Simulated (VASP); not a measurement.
Energy against volume of CdF₂ (fluorite). Computed with vdW-DF-cx, VASP's PBE PAW potentials (set 64) (plane waves; VASP). Numerical set-up: 520 eV cut-off, 7×7×7 Γ-centred mesh, Gaussian smearing of 0.050 eV, potentials Cd F.

```
V (Å³/atom)  E (eV/atom)
-----------  -----------
12.436          -1.27565
12.833          -1.29032
13.229          -1.29557
13.626          -1.29291
```

Problem. Fit these four points and predict the energy of the run at 14.023 Å³/atom.

Solution. A cubic in V^(−2/3), the third-order Birch-Murnaghan form, passes through the four points with V0 = 13.28 Å³/atom and B0 = 104 GPa, and gives -1.2836 eV/atom there. The run gave -1.2836 eV/atom, -0.1 meV/atom from the fit; all five points give B0 = 104 GPa.

The compound is CdF2 in the fluorite structure. It was relaxed first.
